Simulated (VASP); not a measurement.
```
CsCl
1.0
    4.12000     0.00000     0.00000
    0.00000     4.12000     0.00000
    0.00000     0.00000     4.12000
Cs Cl
1 1
Direct
  0.00000   0.00000   0.00000
  0.50000   0.50000   0.50000
```

Method: revPBE GGA, VASP's PBE PAW potentials (set 64) (plane waves; VASP). Settings: 520 eV cut-off, 6×6×6 Γ-centred mesh, Gaussian smearing of 0.050 eV, potentials Cs_sv Cl.

Energy and stress use the plane-wave basis of the starting cell.

Question: The ions, cell shape and volume are relaxed. Predict the relaxed structure.

Answer: 
```
CsCl
1.0
    4.34111     0.00000     0.00000
    0.00000     4.34111     0.00000
    0.00000     0.00000     4.34111
Cs Cl
1 1
Direct
  0.00000   0.00000   0.00000
  0.50000   0.50000   0.50000
```
Space group Pm-3m (221), at a tolerance of 0.03 Å.

Question: How do energy and volume change from the first to the last step?

Answer: The energy (σ→0) changes by -39.6 meV/atom and the volume by +17.0 %, in 4 ionic steps.

The compound is CsCl in the CsCl type structure. This run relaxes it. Symmetry was kept, so distortions that lower it aren't found.
